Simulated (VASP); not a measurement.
Here is the system:

```cif
data_C4Zr4
_chemical_formula_sum 'Zr4 C4'
_space_group_name_H-M_alt 'Fm-3m'
_space_group_IT_number 225
_space_group_name_Hall '-F 4 2 3'
_cell_length_a 4.71096
_cell_length_b 4.71096
_cell_length_c 4.71096
_cell_angle_alpha 90.000
_cell_angle_beta 90.000
_cell_angle_gamma 90.000
loop_
_atom_site_label
_atom_site_type_symbol
_atom_site_symmetry_multiplicity
_atom_site_Wyckoff_symbol
_atom_site_fract_x
_atom_site_fract_y
_atom_site_fract_z
_atom_site_occupancy
Zr1 Zr 4 a 0.00000 0.00000 0.00000 1
C1 C 4 b 0.50000 0.50000 0.50000 1
```
(The calculation used a cell of 2 atoms; values per cell refer to that cell.)

All values below come from PBE GGA, VASP's PBE PAW potentials (set 64) (plane waves; VASP). Numerical set-up: 600 eV cut-off, 12×12×12 Γ-centred mesh, first-order Methfessel-Paxton smearing of 0.10 eV, potentials Zr_sv C.

Each relaxation starts from this cell; other phases were not tried.

Q: The cell is relaxed at 2 GPa. What happens?

A: The volume per atom goes from 13.07 to 12.95 Å³ (-0.9 %), and the cell becomes a = 4.697 Å, b = 4.697 Å, c = 4.697 Å, α = 90.00°, β = 90.00°, γ = 90.00°, space group Fm-3m.

Q: The cell is relaxed at 15 GPa. What happens?

A: The volume per atom goes from 13.07 to 12.31 Å³ (-5.8 %), and the cell becomes a = b = c = 4.618 Å, α = β = γ = 90.00°, space group Fm-3m.

Failed runs are left out, and for metals the shear rows, which the mesh's noise covers.

The compound is ZrC in the rock salt structure.
